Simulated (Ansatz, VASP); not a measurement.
**SnSe: VASP beside Ansatz**

One calculation is typed for both programs; each brings its own data sets and cutoff. How far apart do they land? The cell is a member of a volume series, scaled by 1.02 from a relaxed one, so a pressure remains.

Main program and level: Ansatz 0.2.0; plane waves, with VASP 6.6.1 beside it; single point at r2SCAN.

**1. Starting point**

It takes space group Pnma (No. 62, orthorhombic). Conventional cell: a = 11.797 Å, b = 4.160 Å, c = 4.702 Å, α = 90.00°, β = 90.00°, γ = 90.00°. Nearest to Sn lie 3 Se at 2.78 to 2.79 Å. Nearest to Se lie 3 Sn at 2.78 to 2.79 Å. Farther neighbours and most contacts between anions are not listed.

Structure file:

```cif
data_structure
_symmetry_space_group_name_H-M 'Pnma'
_symmetry_Int_Tables_number 62
_cell_length_a 11.7967
_cell_length_b 4.1598
_cell_length_c 4.7020
_cell_angle_alpha 90.000
_cell_angle_beta 90.000
_cell_angle_gamma 90.000
_cell_volume 230.73
loop_
_atom_site_label
_atom_site_type_symbol
_atom_site_symmetry_multiplicity
_atom_site_Wyckoff_symbol
_atom_site_fract_x
_atom_site_fract_y
_atom_site_fract_z
_atom_site_occupancy
Sn1 Sn 4 c 0.12059 0.25000 0.11763 1
Se1 Se 4 c 0.35173 0.25000 0.00784 1
```

**2. VASP: single point, r2SCAN, volume scaled by 1.02**

With cell and atoms fixed, the geometry can't cause a difference; cores, projectors, grids and the points listed under the comparison can.

Lines of VASP's logs that name or quote its potential files are left out, and so is its time.

File INCAR:

```
SYSTEM = SnSe
PREC = Accurate
ENCUT = 400
EDIFF = 1E-06
NELM = 100
ISMEAR = 0
SIGMA = 0.05
LREAL = .FALSE.
ALGO = Normal
METAGGA = R2SCAN
LASPH = .TRUE.
NBANDS = 49
LORBIT = 11
LWAVE = .FALSE.
LCHARG = .FALSE.
KPAR = 4
ISIF = 2
```

File POSCAR:

```
SnSe
1.0
   11.7966953738      0.0000000000      0.0000000000
    0.0000000000      4.1597956027      0.0000000000
    0.0000000000      0.0000000000      4.7019676732
Sn Se
4 4
Direct
    0.1205912525      0.2500000000      0.1176291927
    0.3794087475      0.7500000000      0.6176291927
    0.6205912525      0.2500000000      0.3823708073
    0.8794087475      0.7500000000      0.8823708073
    0.3517336132      0.2500000000      0.0078442043
    0.1482663868      0.7500000000      0.5078442043
    0.8517336132      0.2500000000      0.4921557957
    0.6482663868      0.7500000000      0.9921557957
```

File KPOINTS:

```
Automatic mesh
0
Gamma
2 6 5
0 0 0
```

The projector-augmented-wave data sets are Sn_d and Se (PBE family, release 64).

Started as:

```sh
$ mpirun -np 4 vasp_std
```

Numbers of over 12 decimals in the logs are rounded to 6 here.

Log:

```text
[banner, memory and clock lines left out]
running    4 mpi-ranks, on    1 nodes
 distrk:  each k-point on    1 cores,    4 groups
 distr:  one band on    1 cores,    1 groups

 POSCAR found type information on POSCAR SnSe
 POSCAR found :  2 types and       8 ions
|                                                                             |
|               ----> ADVICE to this user running VASP <----                  |
|                                                                             |
|     You enforced a specific xc type in the INCAR file but a different       |
|     [... a line on the potential file left out ...]
|     I HOPE YOU KNOW WHAT YOU ARE DOING!                                     |
|                                                                             |

 LDA part: xc-table for (None), standard interpolation
 POSCAR, INCAR and KPOINTS ok, starting setup
 FFT: planning ... GRIDC
 FFT: planning ... GRID_SOFT
 FFT: planning ... GRID
 WAVECAR not read
 entering main loop
       N       E                     dE             d eps       ncg     rms          rms(c)
DAV:   1     0.668919050525E+03    0.66892E+03   -0.32884E+04  2480   0.179E+03
DAV:   2    -0.379122726798E+02   -0.70683E+03   -0.68559E+03  2384   0.525E+02
DAV:   3    -0.164857521081E+03   -0.12695E+03   -0.12180E+03  2830   0.192E+02
DAV:   4    -0.173059551471E+03   -0.82020E+01   -0.80761E+01  2758   0.508E+01
DAV:   5    -0.173353302423E+03   -0.29375E+00   -0.29309E+00  2900   0.984E+00    0.741E+00
DAV:   6    -0.159710885175E+03    0.13642E+02   -0.45205E+00  3223   0.190E+01    0.506E+00
DAV:   7    -0.159778204732E+03   -0.67320E-01   -0.89591E-01  2904   0.394E+00    0.202E+00
DAV:   8    -0.159800960230E+03   -0.22755E-01   -0.48905E-02  3056   0.164E+00    0.609E-01
DAV:   9    -0.159806018671E+03   -0.50584E-02   -0.93855E-03  2788   0.485E-01    0.239E-01
DAV:  10    -0.159806464641E+03   -0.44597E-03   -0.16347E-03  3099   0.314E-01    0.975E-02
DAV:  11    -0.159806665502E+03   -0.20086E-03   -0.49655E-04  2711   0.118E-01    0.178E-02
DAV:  12    -0.159806669544E+03   -0.40422E-05   -0.59656E-05  3186   0.534E-02    0.114E-02
DAV:  13    -0.159806671965E+03   -0.24202E-05   -0.18839E-05  2641   0.245E-02    0.340E-03
DAV:  14    -0.159806671387E+03    0.57751E-06   -0.12806E-06  1630   0.822E-03
   1 F= -.15980667E+03 E0= -.15980667E+03  d E =-.147563E-15
```

Parts of OUTCAR (step 2):

```text
ion  position               nearest neighbor table
   1  0.121  0.250  0.118-   5 2.78   6 2.79   6 2.79   4 3.69   4 3.69
   2  0.379  0.750  0.618-   6 2.78   5 2.79   5 2.79   3 3.69   3 3.69
   3  0.621  0.250  0.382-   7 2.78   8 2.79   8 2.79   2 3.69   2 3.69
   4  0.879  0.750  0.882-   8 2.78   7 2.79   7 2.79   1 3.69   1 3.69
   5  0.352  0.250  0.008-   1 2.78   2 2.79   2 2.79
   6  0.148  0.750  0.508-   2 2.78   1 2.79   1 2.79
   7  0.852  0.250  0.492-   3 2.78   4 2.79   4 2.79
   8  0.648  0.750  0.992-   4 2.78   3 2.79   3 2.79

  LATTYP: Found a simple orthorhombic cell.
 ALAT       =     4.1597956027
 B/A-ratio  =     1.1303362286
 C/A-ratio  =     2.8358834184

 Subroutine GETGRP returns: Found  8 space group operations
 (whereof  2 operations were pure point group operations)

The static configuration has the point symmetry S_2 .
 The point group associated with its full space group is D_2h.

 Found     24 irreducible k-points:

   k-points           NKPTS =     24   k-points in BZ     NKDIM =     24   number of bands    NBANDS=     49

   dimension x,y,z NGX =    80 NGY =   28 NGZ =   32
   dimension x,y,z NGXF=   160 NGYF=   56 NGZF=   64

   ENCUT  =  400.0 eV  29.40 Ry    5.42 a.u.  19.24  6.78  7.67*2*pi/ulx,y,z

   NELECT =      80.0000    total number of electrons

 k-points in reciprocal lattice and weights: Automatic mesh
   0.00000000  0.00000000  0.00000000       0.017
   0.50000000  0.00000000  0.00000000       0.017
   0.00000000  0.16666667  0.00000000       0.033
   0.50000000  0.16666667  0.00000000       0.033
   0.00000000  0.33333333  0.00000000       0.033
   0.50000000  0.33333333  0.00000000       0.033
   0.00000000  0.50000000  0.00000000       0.017
   0.50000000  0.50000000  0.00000000       0.017
   0.00000000  0.00000000  0.20000000       0.033
[...]
0.00000000  0.50000000  0.40000000       0.033
   0.50000000  0.50000000  0.40000000       0.033

 average (electrostatic) potential at core
       1-107.9121       2-107.9121       3-107.9121       4-107.9121       5 -57.7845
       6 -57.7845       7 -57.7845       8 -57.7845

 E-fermi :   4.5470

 k-point     1 :       0.0000    0.0000    0.0000
  band No.  band energies     occupation
    ...
     36       2.5902      2.00000
     37       2.8904      2.00000
     38       3.4385      2.00000
     39       3.6840      2.00000
     40       4.1529      2.00000
     41       5.5840      0.00000
     42       7.3631      0.00000
     43       7.4488      0.00000
     44       7.5491      0.00000
     45       7.7477      0.00000
    ...

 k-point     2 :       0.5000    0.0000    0.0000
  band No.  band energies     occupation
    ...
     36       2.5076      2.00000
     37       2.6837      2.00000
     38       2.6837      2.00000
     39       3.9537      2.00000
     40       3.9537      2.00000
     41       7.0696      0.00000
     42       7.0696      0.00000
     43       7.2693      0.00000
     44       7.2693      0.00000
     45       8.3018      0.00000
    ...

 k-point     3 :       0.0000    0.1667    0.0000
  band No.  band energies     occupation
    ...
     36       2.6231      2.00000
     37       2.7599      2.00000
     38       3.6869      2.00000
     39       3.7843      2.00000
     40       4.0055      2.00000
     41       5.7777      0.00000
     42       6.5906      0.00000
     43       7.3881      0.00000
     44       7.6534      0.00000
     45       7.7616      0.00000
    ...

  Total       -1.4042323     -1.4750254     -1.3256519      0.0000000     -0.0000000      0.0000000
  in kB       -9.7507390    -10.2423138     -9.2050907      0.0000000     -0.0000000      0.0000000
  external PRESSURE =      -9.7327145 kB  Pullay stress =       0.0000000 kB

  energy-cutoff  :      400.00
  volume of cell :      230.73
      direct lattice vectors                 reciprocal lattice vectors
    11.796695374  0.000000000  0.000000000     0.084769503  0.000000000  0.000000000
     0.000000000  4.159795603  0.000000000     0.000000000  0.240396427  0.000000000
     0.000000000  0.000000000  4.701967673     0.000000000  0.000000000  0.212676919

 POSITION                                       TOTAL-FORCE (eV/Angst)
 -----------------------------------------------------------------------------------
      1.42258      1.03995      0.55309         0.112206     -0.000000      0.089604
      4.47577      3.11985      2.90407        -0.112206     -0.000000      0.089604
      7.32093      1.03995      1.79790         0.112206      0.000000     -0.089604
     10.37412      3.11985      4.14888        -0.112206     -0.000000     -0.089604
      4.14929      1.03995      0.03688        -0.062300     -0.000000     -0.073879
      1.74905      3.11985      2.38787         0.062300      0.000000     -0.073879
     10.04764      1.03995      2.31410        -0.062300     -0.000000      0.073879
      7.64740      3.11985      4.66508         0.062300      0.000000      0.073879
 -----------------------------------------------------------------------------------
    total drift:                                0.000000      0.000000      0.000000

  FREE ENERGIE OF THE ION-ELECTRON SYSTEM (eV)
  ---------------------------------------------------
  free  energy   TOTEN  =      -159.8066713871 eV

  energy  without entropy=     -159.8066713871  energy(sigma->0) =     -159.80667139

 total charge
# of ion       s       p       d       tot
------------------------------------------
    1        1.318   0.766   9.984  12.068
    2        1.318   0.766   9.984  12.068
    3        1.318   0.766   9.984  12.068
    4        1.318   0.766   9.984  12.068
    5        1.466   2.374   0.022   3.862
    6        1.466   2.374   0.022   3.862
    7        1.466   2.374   0.022   3.862
    8        1.466   2.374   0.022   3.862
--------------------------------------------------
tot         11.135  12.562  40.022  63.719

[... 3 further parts left out ...]
```

The scan keeps the cell's shape and the fractional positions fixed.

**3. Ansatz: single point, r2SCAN, volume scaled by 1.02**

Ansatz runs on its default PAW (the set named soft_2) files.

The same cell, functional, mesh and smearing now go to Ansatz, which takes its cutoff from its data sets.

File input.yaml:

```yaml
crystal:
  lattice:
    - [11.7966953738, 0.0, 0.0]
    - [0.0, 4.1597956027, 0.0]
    - [0.0, 0.0, 4.7019676732]
  atoms:
    - { symbol: Sn, position: [0.1205912525, 0.25, 0.1176291927] }
    - { symbol: Sn, position: [0.3794087475, 0.75, 0.6176291927] }
    - { symbol: Sn, position: [0.6205912525, 0.25, 0.3823708073] }
    - { symbol: Sn, position: [0.8794087475, 0.75, 0.8823708073] }
    - { symbol: Se, position: [0.3517336132, 0.25, 0.0078442043] }
    - { symbol: Se, position: [0.1482663868, 0.75, 0.5078442043] }
    - { symbol: Se, position: [0.8517336132, 0.25, 0.4921557957] }
    - { symbol: Se, position: [0.6482663868, 0.75, 0.9921557957] }
hamiltonian:
  xc: r2scan
  pseudopotentials: { kind: paw }
kpoints:
  mp_grid: { grid: [2, 6, 5] }
scf:
  occupations: { method: gaussian, width: 0.05 }
  n_extra_bands: 6
output:
  forces: true
  stress: true
  eigenvalues: true
```

Started as:

```sh
$ ansatz run input.yaml --threads 4 --pin off --max-ram 9216MiB --backend cpu --events-out ev --progress --plain --runs-dir out
```

Log:

```text
scf.n_extra_bands = 6 over 60 filled bands (N_el = 120.0): the run solves 66 bands
Engine: ansatz 0.2.0, aarch64-unknown-linux-gnu
Pseudopotentials: kind: paw
Pseudopotential: Sn, paw, valence charge 14, recommended cutoff 500 eV (meta_gga), Sn.paw.azcp
Pseudopotential: Se, paw, valence charge 16, recommended cutoff 500 eV (meta_gga), Se.paw.azcp
Functional definition: r2SCAN
  parameter k0 = 0.174
  parameter k1 = 0.065
  parameter a1 = 4.9479
  exchange = r2scan_x(k0 = k0, k1 = k1, a1 = a1)
  correlation = r2scan_c
Crystal: 8 atoms, lattice volume = 230.734 Å³
Basis set: ecut = 500 eV, 5929 PW (Γ), exchange–correlation on 360×128×144 points (64 copies of the dense FFT grid, shifted against one another)
Bands: 66, of which v1, the nominal top of the filled ones, is band 60 counted from 1 (59 counted from 0)
Symmetry: 8 space group operations
Space group: Pnma (ITA 62), of the structure as read, at distance tolerance 6.1e-5 Å
k-points: 24 of 60
Non-local potential: Sn, projectors of the file, l = 0: 2, l = 1: 2, l = 2: 2, l = 3: 2
Non-local potential: Se, projectors of the file, l = 0: 2, l = 1: 2, l = 2: 3, l = 3: 1
PAW form: soft (Blöchl's): semilocal exchange-correlation on the pseudo side does not see the compensation charge
PAW frozen core: Sn, regenerated for the run's functional (the file was generated under x = pbe(κ = 0.804, μ = 0.219515), c = pbe(β = 0.066725))
PAW frozen core: Se, regenerated for the run's functional (the file was generated under x = pbe(κ = 0.804, μ = 0.219515), c = pbe(β = 0.066725))
PAW one-centre angular grid: Sn, 590 points (default); XC on 249 of its mesh's 2787 points in the sphere
PAW one-centre angular grid: Se, 590 points (default); XC on 160 Gauss nodes
Initial density: superposition of atomic densities (neutral atoms: chi_scale 0, normalization atom), corrected by the library's trained network
Initial wavefunctions: pseudopotential atomic-orbital guess
Functional: x = r2scan, c = r2scan; τ floored in thin density (d = 2e-4 eV/Å³)
SCF iter   1: F=—  HF=-46070.650522 eV  |F-HF|=—  |Δ(HF+E_count)|=         —  Δρ=5.18e-3  dr2=6.75e-2  dr2_τ=1.45e-2  ethr=1.77e-3  ⟨swp⟩=6.1  Hψ=6019  notcnv=0
preconditioner: auto → Resta (q_TF=auto, 2.447 Å⁻¹)  ε∞=2.8  [insulator: Δε(μ)=1.124 eV  Ē_g=16.337 eV  σ=0.050 eV  W_gap=1.00  n_scr=56 (ndim 8)  ℏωp=21.9 eV  f_vac=0.007  D(μ)=0.00/eV (n_scr^D=0)  ε∞_Penn≈2.8]
SCF iter   2: F=—  HF=-46070.675212 eV  |F-HF|=—  |Δ(HF+E_count)|=   2.47e-2  Δρ=2.40e-3  dr2=1.33e-2  dr2_τ=4.25e-4  ethr=5.62e-5  ⟨swp⟩=2.2  Hψ=3061  notcnv=0  defer=43
SCF iter   3: F=—  HF=-46070.676831 eV  |F-HF|=—  |Δ(HF+E_count)|=   1.62e-3  Δρ=8.61e-4  dr2=1.37e-3  dr2_τ=3.40e-5  ethr=1.10e-5  ⟨swp⟩=3.0  Hψ=2477  notcnv=0  defer=43
SCF iter   4: F=—  HF=-46070.677251 eV  |F-HF|=—  |Δ(HF+E_count)|=   4.20e-4  Δρ=1.92e-4  dr2=7.53e-5  dr2_τ=2.55e-6  ethr=1.14e-6  ⟨swp⟩=2.7  Hψ=2706  notcnv=0  defer=43
SCF iter   5: F=—  HF=-46070.677330 eV  |F-HF|=—  |Δ(HF+E_count)|=   7.95e-5  Δρ=5.88e-5  dr2=9.30e-6  dr2_τ=3.59e-7  ethr=6.27e-8  ⟨swp⟩=2.9  Hψ=2573  notcnv=0  defer=43
SCF iter   6: F=—  HF=-46070.677331 eV  |F-HF|=—  |Δ(HF+E_count)|=   1.01e-6  Δρ=1.82e-5  dr2=6.61e-7  dr2_τ=2.72e-8  ethr=7.75e-9  ⟨swp⟩=2.0  Hψ=2501  notcnv=0  defer=43
SCF iter   7: F=-46070.677332 eV  HF=-46070.677332 eV  |F-HF|=1.99e-8  |Δ(HF+E_count)|=   7.15e-7  Δρ=3.57e-6  dr2=2.71e-8  dr2_τ=9.13e-10  ethr=8.33e-11  ⟨swp⟩=10.0  Hψ=7650  notcnv=0
SCF 1 converged in 7 iterations: F = -46070.677332 eV  dr2 = 2.71e-8
  greatest PAW one-centre occupation: 1.000 electrons in one spin orbital (limit 2), on the Se atom at site 7 (counted from 0), in its partial waves of l = 2
SCF converged after 7 iterations
Free energy (F): -46070.677332 eV
Harris-Foulkes:  -46070.677332 eV  (|F-HF|=1.99e-8)
Internal energy: -46070.677332 eV  (E = F + TS)
E sigma→0 (E₀):  -46070.677332 eV
Fermi energy:    8.135040 eV
--- Per-component energies (eV) ---
  E_band       = -2086.394955
  E_kinetic    = 1212.658019
  E_local      = -13974.145256  (includes V_loc(G=0)·N_el)
  E_nonlocal   = -2514.414255
  E_hartree    = 7296.309795
  E_xc         = -1893.630934
  E_vxc        = -840.917265  (∫ρ·V_xc dr)
  E_paw        = -24325.312748  (= ΣΔE_a)
  E_vpaw       = -609.038476  (= ΣTr[D̂ρ^β])
  E_aug_tail   = -0.000826  (compensation charges beyond the density's cutoff)
  E_vtau       = 46.846649  (kinetic-family band-sum trace: ∫τ·v_τ [+ j·A + Jᵃ·Aᵃ] dr)
  E_ewald      = -11868.023326
  E_core_change = -4.117802  (= ΣΔE_core)
  E_smearing   = -0.000000  (= −TS)
  E_closure    = 0.000000  (closes the sum)
  Σ components = -46070.677332   (vs F -46070.677332, Δ=0.00e0)
--- Forces (eV/Å), atoms counted from 1 ---
  atom   1  Sn     0.12374196     0.00000000     0.10291457
  atom   2  Sn    -0.12374196     0.00000000     0.10291457
  atom   3  Sn     0.12374196     0.00000000    -0.10291457
  atom   4  Sn    -0.12374196     0.00000000    -0.10291457
  atom   5  Se    -0.06773199     0.00000000    -0.08493385
  atom   6  Se     0.06773199     0.00000000    -0.08493385
  atom   7  Se    -0.06773199     0.00000000     0.08493385
  atom   8  Se     0.06773199     0.00000000     0.08493385
  max |Σ_I F_I| component: 4.16e-17 eV/Å
--- Stress (GPa, compression-positive) ---
       -0.961899       0.000000       0.000000
        0.000000      -0.998209       0.000000
        0.000000       0.000000      -0.913506
  P = ⅓ Tr σ = -0.9579 GPa (-9.579 kbar)
--- Band table (eV; the first three rows and the last of 24) ---
  k-point 0: bands = [... 56 lower, 6.1954, 6.7325, 6.9795, 7.4490, 8.8885, 10.6770, 10.7539, 10.8616, ... 2 higher]
  k-point 1: bands = [... 56 lower, 6.3981, 6.5517, 7.2833, 7.3636, 9.1149, 9.6928, 10.5055, 10.7185, ... 2 higher]
  k-point 2: bands = [... 56 lower, 6.5040, 7.2998, 7.4555, 7.5498, 9.1413, 9.3977, 9.8731, 9.9302, ... 2 higher]
  k-point 23: bands = [... 56 lower, 6.2955, 6.2955, 6.2955, 6.2955, 10.5573, 10.5573, 10.5573, 10.5573, ... 2 higher]
```

Elapsed: 14 s, on 4 threads of Arm Neoverse V1, shared host; peak memory 1.4 GiB.

The run ends at a pressure of -0.96 GPa, with forces up to 0.16 eV/Å.

**4. Side by side**

Known differences besides the potentials themselves: VASP keeps PBE cores, Ansatz makes them for the functional; the data sets hold 120 valence electrons in Ansatz (default PAW (the set named soft_2) files) and 80 in VASP; the cutoff is 500 eV in Ansatz and 400 eV in VASP. Total energies have different zeros and are not compared.

Compared:

| quantity | Ansatz | VASP | difference |
| --- | --- | --- | --- |
| pressure (GPa) | -0.96 | -0.97 | +0.02 |
| gap on the k mesh (eV) | 1.127 | 1.125 | +0.003 |

Forces (eV/Å; atoms numbered as in POSCAR):

| atom | Ansatz x, y, z | VASP x, y, z |
| --- | --- | --- |
| Sn1 | 0.124, 0.000, 0.103 | 0.112, 0.000, 0.090 |
| Sn2 | -0.124, 0.000, 0.103 | -0.112, 0.000, 0.090 |
| Sn3 | 0.124, 0.000, -0.103 | 0.112, 0.000, -0.090 |
| Sn4 | -0.124, 0.000, -0.103 | -0.112, 0.000, -0.090 |
| Se5 | -0.068, 0.000, -0.085 | -0.062, 0.000, -0.074 |
| Se6 | 0.068, 0.000, -0.085 | 0.062, 0.000, -0.074 |
| Se7 | -0.068, 0.000, 0.085 | -0.062, 0.000, 0.074 |
| Se8 | 0.068, 0.000, 0.085 | 0.062, 0.000, 0.074 |

The forces differ by 8.8 meV/Å r.m.s., which is 12.4 % of the r.m.s. force of 0.07 eV/Å (both taken over all components). A gap on the mesh is an upper bound, since the band edges may lie between its points. Ansatz's pressure holds a Pulay correction of 0.01 GPa; VASP's holds none.

**5. Ansatz: single point, r2SCAN, volume scaled by 1.04**

A single point gives forces, pressure and levels at one fixed geometry, so differences don't come from the geometry; what else differs is listed under the comparison. The cell compared in this pair holds 235.26 Å³, against 230.73 Å³ for the pair before.

The cell is a member of a volume series, scaled by 1.04 from a relaxed one, so a pressure remains.

input.yaml: that of step 3 with these lines changed.

```diff
@@ -2,5 +2,5 @@
   lattice:
-    - [11.7966953738, 0.0, 0.0]
-    - [0.0, 4.1597956027, 0.0]
-    - [0.0, 0.0, 4.7019676732]
+    - [11.8732994383, 0.0, 0.0]
+    - [0.0, 4.1868080193, 0.0]
+    - [0.0, 0.0, 4.7325007864]
   atoms:
@@ -26 +26,5 @@
   eigenvalues: true
+  write_density: true
+  write_potential: true
+  elf: true
+  volumetric_format: npy
```

Log:

```text
[...]
Crystal: 8 atoms, lattice volume = 235.258 Å³
Basis set: ecut = 500 eV, 6017 PW (Γ), exchange–correlation on 360×128×144 points (64 copies of the dense FFT grid, shifted against one another)
Bands: 66, of which v1, the nominal top of the filled ones, is band 60 counted from 1 (59 counted from 0)
Symmetry: 8 space group operations
[...]
k-points: 24 of 60
[...]
k-point 0: bands = [... 56 lower, 5.9736, 6.4773, 6.7313, 7.1752, 8.6372, 10.3756, 10.5009, 10.6022, ... 2 higher]
  k-point 1: bands = [... 56 lower, 6.1640, 6.3127, 7.0037, 7.0906, 8.8583, 9.4083, 10.2204, 10.4344, ... 2 higher]
  k-point 2: bands = [... 56 lower, 6.2654, 7.0151, 7.1913, 7.2475, 8.8565, 9.1178, 9.5874, 9.6253, ... 2 higher]
  k-point 23: bands = [... 56 lower, 6.0589, 6.0589, 6.0589, 6.0589, 10.2756, 10.2756, 10.2756, 10.2756, ... 2 higher]
[key lines of the parts left out:]
SCF converged after 7 iterations
Free energy (F): -46070.637945 eV
Fermi energy:    7.857235 eV
P = ⅓ Tr σ = -1.8166 GPa (-18.166 kbar)
```

The job ended after 19 s (4 threads; peak memory 1.4 GiB).

The run ends at a pressure of -1.82 GPa, with forces up to 0.28 eV/Å.

[end of part 1 of 2]

[Lines on the potential files, build, host, timing and source positions are cut from VASP's logs without a mark.]

[Logs are printed without paths, hosts, clocks, repeated set-up lines and the standing remarks that a program may print on its own settings, such as how far it seeks lower states.]

[Hosts, paths, dates, database ids (printed as entryN), source tags and the programs' standing remarks are cut or masked in the printed files.]
